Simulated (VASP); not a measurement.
# Ag4AuS2 (P2/m) in VASP: equation of state

Aim: energy against volume of Ag4AuS2 in PBE, for its equilibrium volume and stiffness.

All numbers are computed with VASP 6.6.1; they aren't measurements. Logs are shortened: lines on timing, memory, paths and dates and some standing lists are left out, and cuts for length are marked.

### Step 1. Starting point

It takes space group P2/m (No. 10, monoclinic). Conventional cell: a = 5.171 Å, b = 3.975 Å, c = 6.897 Å, α = 90.00°, β = 93.76°, γ = 90.00°. Around Au (site symmetry 2/m) lie 2 S at 2.59 Å and 4 Ag at 2.93 Å. Around Ag (site symmetry m) lie 3 S at 2.63 to 2.68 Å and 3 Ag at 2.92 to 2.99 Å. Ag (site symmetry m) is surrounded by 3 S at 2.51 to 2.78 Å. Around S (site symmetry 2/m) lie 6 Ag at 2.51 to 2.63 Å. S (site symmetry 2/m) has 2 Au at 2.59 Å and 6 Ag at 2.68 to 2.78 Å as nearest neighbours.

The cell comes from a database or a generator and needn't be the stable form of this composition.

### Step 2. Equation of state, PBE, 18.99 Å³/atom (volume scaled by 0.94)

Contents of INCAR:

```
PREC = Accurate
ENCUT = 520
EDIFF = 1E-7
ISMEAR = -1
SIGMA = 0.05
LREAL = False
LASPH = True
NELM = 60
ALGO = Normal
ISIF = 2
LWAVE = False
LCHARG = False
GGA = PE
NBANDS = 42
```

Contents of KPOINTS:

```
regular mesh
0
Gamma
  5 7 4
```

Contents of POSCAR:

```
Ag4AuS2
1.0
    5.0652438509      0.0000000000      0.0000000000
    0.0000000000      3.8938665372      0.0000000000
   -0.4425946365      0.0000000000      6.7413783765
Au Ag S
1 4 2
Direct
    0.0000000000      0.5000000000      0.5000000000
    0.2921090000      0.5000000000      0.1331000000
    0.6967860000      0.0000000000      0.2702700000
    0.3032140000      0.0000000000      0.7297300000
    0.7078910000      0.5000000000      0.8669000000
    0.0000000000      0.0000000000      0.0000000000
    0.5000000000      0.5000000000      0.5000000000
```

Potentials or basis: VASP PAW PBE potentials, release 64 (Au, Ag, S).

The run is started by

```console
$ cat potpaw_PBE.64/Au/POTCAR potpaw_PBE.64/Ag/POTCAR potpaw_PBE.64/S/POTCAR > POTCAR
$ mpirun -np 1 vasp_std > vasp.out
```

OUTCAR:

```text
PREC = Accurate
   ENCUT = 520
   EDIFF = 1E-7
   ISMEAR = -1
   LREAL = False
   LASPH = True
   NELM = 60
   ISIF = 2
   GGA = PE

 Found     44 irreducible k-points:

 Following reciprocal coordinates:
            Coordinates               Weight
  0.000000  0.000000  0.000000      1.000000
  0.200000  0.000000  0.000000      2.000000
  0.400000  0.000000  0.000000      2.000000
  0.000000  0.142857  0.000000      2.000000
  0.200000  0.142857  0.000000      4.000000
  0.400000  0.142857  0.000000      4.000000
   k-points           NKPTS =     44   k-points in BZ     NKDIM =     44   number of bands    NBANDS=     42
   number of dos      NEDOS =    301   number of ions     NIONS =      7
   total plane-waves  NPLWV =  60000
   dimension x,y,z NGX =    40 NGY =   30 NGZ =   50
   dimension x,y,z NGXF=    80 NGYF=   60 NGZF=  100
   ions per type =               1   4   2
   NGX,Y,Z   is equivalent  to a cutoff of  13.13, 12.81, 12.30 a.u.
   NGXF,Y,Z  is equivalent  to a cutoff of  26.26, 25.62, 24.61 a.u.
 SYSTEM =  unknown system
   PREC   = accura    normal or accurate (medium, high low for compatibility)
   ISTART =      0    job   : 0-new  1-cont  2-samecut
   ICHARG =      2    charge: 1-file 2-atom 10-const
   ISPIN  =      1    spin polarized calculation?
   LNONCOLLINEAR =      F non collinear calculations
   LSORBIT =      F    spin-orbit coupling
   LASPH  =      T    aspherical Exc in radial PAW
   ENCUT  =  520.0 eV  38.22 Ry    6.18 a.u.   9.42  7.24 12.56*2*pi/ulx,y,z
   NELM   =     60;   NELMIN=  2; NELMDL= -5     # of ELM steps
   EDIFF  = 0.1E-06   stopping-criterion for ELM
   LREAL  =      F    real-space projection
   EDIFFG = 0.1E-05   stopping-criterion for IOM
   NSW    =      0    number of steps for IOM
   IBRION =     -1    ionic relax: 0-MD 1-quasi-New 2-CG
   NFREE  =      0    steps in history (QN), initial steepest desc. (CG)
   ISIF   =      2    stress and relaxation
   ISYM   =      2    0-nonsym 1-usesym 2-fastsym
   POTIM  = 0.5000    time-step for ionic-motion
   TEBEG  =    0.0;   TEEND  =   0.0 temperature during run
   PSTRESS=    0.0 pullay stress
   NELECT =      67.0000    total number of electrons
   NUPDOWN=      -1.0000    fix difference up-down
   EMIN   =  10.00;   EMAX   =-10.00  energy-range for DOS
   EFERMI =   0.00;   METHOD = LEGACY
   ISMEAR =    -1;   SIGMA  =   0.05  broadening in eV -4-tet -1-fermi 0-gaus
   EFERMI_NEDOS =   21; number of points for ismear=-14 and -15
   IALGO  =     38    algorithm
   IMIX   =      4    mixing-type and parameters
     AMIX     =   0.40;   BMIX     =  1.00
     AMIX_MAG =   1.60;   BMIX_MAG =  1.00
  volume/ion in A,a.u.               =      18.99       128.18
  Fermi-wavevector in a.u.,A,eV,Ry     =   1.302736  2.461814 23.090732  1.697121
  Thomas-Fermi vector in A             =   2.433784
   LORBIT       =      0    0 simple, 1 ext, 2 COOP (PROOUT), +10 PAW based schemes
   GGA     = PE    functional components
   LHFCALC =     F    Hartree Fock is set to
   AEXX    =    0.0000 exact exchange contribution
   IVDW    =     0    specifies the selected vdW correction
   LEPSILON=     F    determine dielectric tensor
   LRPA    =     F    only Hartree local field effects (RPA)
 non-spin polarized calculation
  energy-cutoff  :      520.00
  volume of cell :      132.96
 maximum number of plane-waves:      3600
 NGX is ok and might be reduce to    40
   NGX = 19   NGY = 15   NGZ = 25

 number of electron      67.0000008 magnetization

 Free energy of the ion-electron system (eV)
  ---------------------------------------------------
  ext. energy  EPLUGINS =         0.00000000
  ---------------------------------------------------
  free energy    TOTEN  =       -21.46192480 eV

  energy without entropy =      -21.44723871  energy(sigma->0) =      -21.45458176

 E-fermi :   7.0137     XC(G=0): -11.0788

 val. band max:        7.0003494591   @ k =  -0.4000   0.4286   0.2500
 cond. band min:       7.0228012713   @ k =  -0.2000   0.0000   0.2500
 fundamental gap:      0.0224518122
 Fermi energy:         7.0136991481

 k-point     1 :       0.0000    0.0000    0.0000
  band No.  band energies     occupation
      1      -7.2074      2.00000
      2      -6.5008      2.00000
      3       0.5660      2.00000
      4       0.6716      2.00000
      5       0.9514      2.00000
      6       1.1875      2.00000
[... 34 lines left out ...]
     41      13.3765      0.00000
     42      13.5762      0.00000

 k-point     2 :       0.2000    0.0000    0.0000
  band No.  band energies     occupation
      1      -7.0944      2.00000
      2      -6.4991      2.00000
      3       0.1806      2.00000
      4       0.5424      2.00000
      5       0.8847      2.00000
      6       0.9890      2.00000
[... 34 lines left out ...]
     41      13.1979      0.00000
     42      14.2041      0.00000

 k-point     3 :       0.4000    0.0000    0.0000
  band No.  band energies     occupation
      1      -6.8721      2.00000
      2      -6.5207      2.00000
      3      -0.6135      2.00000
      4       0.4116      2.00000
      5       0.6948      2.00000
      6       1.0869      2.00000
[... 34 lines left out ...]
     41      13.3540      0.00000
     42      13.5015      0.00000

 k-point     4 :       0.0000    0.1429    0.0000
  band No.  band energies     occupation
      1      -7.1543      2.00000
      2      -6.4677      2.00000
      3       0.6639      2.00000
      4       0.7557      2.00000
      5       0.7780      2.00000
      6       1.1796      2.00000
[... 34 lines left out ...]
     41      12.8528      0.00000
     42      13.4943      0.00000

 k-point     5 :       0.2000    0.1429    0.0000
  band No.  band energies     occupation
      1      -7.0433      2.00000
      2      -6.4650      2.00000
      3       0.2706      2.00000
      4       0.6085      2.00000
      5       0.7941      2.00000
      6       1.0019      2.00000
[... 34 lines left out ...]
     41      12.9154      0.00000
     42      13.1755      0.00000

 k-point     6 :       0.4000    0.1429    0.0000
  band No.  band energies     occupation
      1      -6.8280      2.00000
      2      -6.4810      2.00000
      3      -0.5509      2.00000
      4       0.4358      2.00000
      5       0.7028      2.00000
      6       1.0810      2.00000
[... 34 lines left out ...]
     41      12.6853      0.00000
     42      13.8345      0.00000

 [... further k-points ...]
[... 5 lines left out ...]
  --------------------------------------------------------------------------------------
  -------------------------------------------------------------------------------------
  Total        3.5323117      3.0169864      3.3085745      0.0000000      0.0000000     -0.1302786
  in kB       42.5637107     36.3541350     39.8677183      0.0000000      0.0000000     -1.5698330
  external PRESSURE =      39.5951880 kB  Pullay stress =       0.0000000 kB

 VOLUME and BASIS-vectors are now :
 -----------------------------------------------------------------------------
  energy-cutoff  :      520.00
  volume of cell :      132.96
      direct lattice vectors                 reciprocal lattice vectors
     5.065243851  0.000000000  0.000000000     0.197423861  0.000000000  0.012961554
     0.000000000  3.893866537  0.000000000     0.000000000  0.256814144  0.000000000
    -0.442594637  0.000000000  6.741378377     0.000000000  0.000000000  0.148337616

 POSITION                                       TOTAL-FORCE (eV/Angst)
 -----------------------------------------------------------------------------------
     -0.22130      1.94693      3.37069         0.000000      0.000000      0.000000
      1.42069      1.94693      0.89728         0.076972      0.000000     -0.005839
      3.40977      0.00000      1.82199        -0.124545      0.000000     -0.022518
      1.21288      0.00000      4.91939         0.124545      0.000000      0.022518
      3.20196      1.94693      5.84410        -0.076972      0.000000      0.005839
      0.00000      0.00000      0.00000         0.000000      0.000000      0.000000
      2.31132      1.94693      3.37069         0.000000      0.000000      0.000000
 -----------------------------------------------------------------------------------
    total drift:                               -0.000000     -0.000000     -0.000000

  FREE ENERGIE OF THE ION-ELECTRON SYSTEM (eV)
  ---------------------------------------------------
  free  energy   TOTEN  =       -21.4619248040 eV

  energy  without entropy=      -21.4472387125  energy(sigma->0) =      -21.45458176
```

It took 3.5 min on 1 thread of AMD EPYC 7R13 (Zen 3), shared host; peak memory 0.32 GiB.

What came out:

| Property | Result |
| --- | --- |
| Free energy | -21.4619 eV |
| Pressure | 4.0 GPa |
| Largest force | 0.127 eV/Å |
| Band gap on the k mesh | none (metal or under the smearing width) |

### Step 3. Equation of state, PBE, 19.40 Å³/atom (volume scaled by 0.96)

Contents of INCAR:

```
SYSTEM = Ag4AuS2
PREC = Accurate ; ENCUT = 520
EDIFF = 1E-7 ; ISMEAR = -1
SIGMA = 0.05 ; LREAL = .FALSE.
LASPH = .TRUE. ; NELM = 80
ALGO = Normal ; ISIF = 2
LWAVE = .FALSE. ; LCHARG = .FALSE.
GGA = PE ; NBANDS = 42
```

Contents of KPOINTS:

```
regular mesh
0
G
  5 7 4
  0 0 0
```

POSCAR, as its differences from that of step 2:

```diff
@@ -2,5 +2,5 @@
 1.0
-    5.0652438509      0.0000000000      0.0000000000
-    0.0000000000      3.8938665372      0.0000000000
-   -0.4425946365      0.0000000000      6.7413783765
+    5.1009157576      0.0000000000      0.0000000000
+    0.0000000000      3.9212890360      0.0000000000
+   -0.4457116028      0.0000000000      6.7888544363
 Au Ag S
```

Potentials or basis: VASP PAW PBE potentials, release 64 (Au, Ag, S).

The run is started by

```console
$ cat potpaw_PBE.64/Au/POTCAR potpaw_PBE.64/Ag/POTCAR potpaw_PBE.64/S/POTCAR > POTCAR
$ mpirun -np 1 vasp_std > vasp.out
```

Wall time 5.2 min (1 thread of AMD EPYC 7R13 (Zen 3), shared host); peak memory 0.34 GiB.

It converged, with:

```yaml
Free_energy: -21.5172 eV
Pressure: 2.2 GPa
Largest_force: 0.095 eV/Å
Band_gap_on_the_k_mesh: none (metal or under the smearing width)
```

### Step 4. Equation of state, PBE, 19.80 Å³/atom (volume scaled by 0.98)

Contents of INCAR:

```
  PREC = Accurate
  ENCUT = 520
  EDIFF = 1E-7
  ISMEAR = -1
  SIGMA = 0.05
  LREAL = False
  LASPH = True
  NELM = 60
  ALGO = Normal
  ISIF = 2
  LWAVE = False
  LCHARG = False
  GGA = PE
  NBANDS = 42
```

Contents of KPOINTS:

```
regular mesh
0
Gamma
  5 7 4
```

POSCAR, as its differences from that of step 3:

```diff
@@ -2,5 +2,5 @@
 1.0
-    5.1009157576      0.0000000000      0.0000000000
-    0.0000000000      3.9212890360      0.0000000000
-   -0.4457116028      0.0000000000      6.7888544363
+    5.1360955986      0.0000000000      0.0000000000
+    0.0000000000      3.9483332633      0.0000000000
+   -0.4487855731      0.0000000000      6.8356756016
 Au Ag S
```

The run is started by

```console
$ cat potpaw_PBE.64/Au/POTCAR potpaw_PBE.64/Ag/POTCAR potpaw_PBE.64/S/POTCAR > POTCAR
$ mpirun -np 1 vasp_std > vasp.out
```

It took 4.3 min on 1 thread of AMD EPYC 7R13 (Zen 3), shared host; peak memory 0.35 GiB.

Results (log left out):

- Free energy: -21.5430 eV
- Pressure: 0.6 GPa
- Largest force: 0.068 eV/Å
- Band gap on the k mesh: none (metal or under the smearing width)

### Step 5. Equation of state, PBE, 20.61 Å³/atom (volume scaled by 1.02)

Contents of INCAR:

```
SYSTEM = Ag4AuS2
PREC = Accurate
ENCUT = 520
EDIFF = 1E-7
ISMEAR = -1
SIGMA = 0.05
LREAL = .False.
LASPH = .True.
NELM = 60
ALGO = Normal
ISIF = 2
LWAVE = .False.
LCHARG = .False.
GGA = PE
NBANDS = 42
```

Contents of KPOINTS:

```
Automatic mesh
0
Gamma
  5 7 4
  0 0 0
```

POSCAR, as its differences from that of step 4:

```diff
@@ -2,5 +2,5 @@
 1.0
-    5.1360955986      0.0000000000      0.0000000000
-    0.0000000000      3.9483332633      0.0000000000
-   -0.4487855731      0.0000000000      6.8356756016
+    5.2050447066      0.0000000000      0.0000000000
+    0.0000000000      4.0013373500      0.0000000000
+   -0.4548102594      0.0000000000      6.9274405865
 Au Ag S
```

The run is started by

```console
$ cat potpaw_PBE.64/Au/POTCAR potpaw_PBE.64/Ag/POTCAR potpaw_PBE.64/S/POTCAR > POTCAR
$ mpirun -np 1 vasp_std > vasp.out
```

Run time: 3.5 min. Hardware: 1 thread of AMD EPYC 7R13 (Zen 3), shared host; peak memory 0.35 GiB.

It converged, with:

| Quantity | Value |
| --- | --- |
| Free energy | -21.5201 eV |
| Pressure | -2.0 GPa |
| Largest force | 0.028 eV/Å |
| Band gap on the k mesh | none (metal or under the smearing width) |

### Step 6. Equation of state, PBE, 21.02 Å³/atom (volume scaled by 1.04)

Contents of INCAR:

```
PREC = Accurate ; ENCUT = 520
EDIFF = 1E-7 ; ISMEAR = -1
SIGMA = 0.05 ; LREAL = F
LASPH = T ; NELM = 80
ALGO = Normal ; ISIF = 2
LWAVE = F ; LCHARG = F
GGA = PE ; NBANDS = 42
```

Contents of KPOINTS:

```
regular mesh
0
Gamma
  5 7 4
```

POSCAR, as its differences from that of step 5:

```diff
@@ -2,5 +2,5 @@
 1.0
-    5.2050447066      0.0000000000      0.0000000000
-    0.0000000000      4.0013373500      0.0000000000
-   -0.4548102594      0.0000000000      6.9274405865
+    5.2388446453      0.0000000000      0.0000000000
+    0.0000000000      4.0273207881      0.0000000000
+   -0.4577636555      0.0000000000      6.9724252274
 Au Ag S
```

Potentials or basis: VASP PAW PBE potentials, release 64 (Au, Ag, S).

The run is started by

```console
$ cat potpaw_PBE.64/Au/POTCAR potpaw_PBE.64/Ag/POTCAR potpaw_PBE.64/S/POTCAR > POTCAR
$ mpirun -np 1 vasp_std > vasp.out
```

Wall time 4.2 min (1 thread of AMD EPYC 7R13 (Zen 3), shared host); peak memory 0.36 GiB.

It converged, with:

* Free energy: -21.4770 eV
* Pressure: -3.0 GPa
* Largest force: 0.042 eV/Å
* Band gap on the k mesh: none (metal or under the smearing width)

### Step 7. Equation of state, PBE, 21.42 Å³/atom (volume scaled by 1.06)

Contents of INCAR:

```
ALGO = Normal
EDIFF = 1E-7
ENCUT = 520
GGA = PE
ISIF = 2
ISMEAR = -1
LASPH = True
LCHARG = False
LREAL = False
LWAVE = False
NBANDS = 42
NELM = 60
PREC = Accurate
SIGMA = 0.05
```

Contents of KPOINTS:

```
k-points
0
Gamma
  5 7 4
```

POSCAR, as its differences from that of step 6:

```diff
@@ -2,5 +2,5 @@
 1.0
-    5.2388446453      0.0000000000      0.0000000000
-    0.0000000000      4.0273207881      0.0000000000
-   -0.4577636555      0.0000000000      6.9724252274
+    5.2722139822      0.0000000000      0.0000000000
+    0.0000000000      4.0529732045      0.0000000000
+   -0.4606794262      0.0000000000      7.0168367766
 Au Ag S
```

The run is started by

```console
$ cat potpaw_PBE.64/Au/POTCAR potpaw_PBE.64/Ag/POTCAR potpaw_PBE.64/S/POTCAR > POTCAR
$ mpirun -np 1 vasp_std > vasp.out
```

Run time: 5.8 min. Hardware: 1 thread of AMD EPYC 7R13 (Zen 3), shared host; peak memory 0.36 GiB.

It converged, with:

```
Free energy            : -21.4162 eV
Pressure               : -4.0 GPa
Largest force          : 0.060 eV/Å
Band gap on the k mesh : none (metal or under the smearing width)
```

### Step 8. Equation of state, PBE

Potentials or basis: VASP PAW PBE potentials, release 64 (Au, Ag, S).

No new run: the results of the series are fitted here.

What came out:

| Quantity | Value |
| --- | --- |
| Equilibrium volume | 20.00 Å³/atom |
| Bulk modulus at fixed shape and positions | 68 GPa |
| Pressure derivative of the bulk modulus | 5.2 |

Energy against volume, from the lowest point:
```
volume (Å³/atom)  energy (meV/atom)
          18.995              11.58
          19.399               3.69
          19.803               0.00
          20.207               0.01
          20.611               3.27
          21.015               9.42
          21.420              18.11
```

Caveat: the cell was scaled at fixed shape and fractional positions, which overstates the stiffness of a crystal with free parameters, most of all of layers and chains.
